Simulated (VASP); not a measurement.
Here is the system:

```
CELL_PARAMETERS angstrom
      0.00000     2.45244     2.45244
      2.45244     0.00000     2.45244
      2.45244     2.45244     0.00000
ATOMIC_POSITIONS crystal
  Y  0.00000 0.00000 0.00000
  N  0.50000 0.50000 0.50000
```

All values below come from PBE GGA, VASP's PBE PAW potentials (set 64) (plane waves; VASP). Numerical set-up: 520 eV cut-off, Gaussian smearing of 0.050 eV, potentials Y_sv N.

Problem. Give the energies of bands 6 to 11 at the high-symmetry points, in eV from the valence-band maximum.

Solution. 
```tsv
band	Γ	X	U	L	W
6	0.00	-1.52	-2.18	-4.05	-2.13
7	0.00	-0.40	-1.60	-2.22	-1.55
8	0.00	-0.40	-1.30	-2.22	-1.55
9	3.13	0.20	2.45	5.65	3.98
10	3.13	6.79	6.21	6.32	3.98
11	3.13	7.12	6.98	6.32	7.21
```

The gap is indirect, 0.21 eV, from the valence maximum at Γ to the conduction minimum at X.

The compound is YN in the rock salt structure. It was relaxed first.
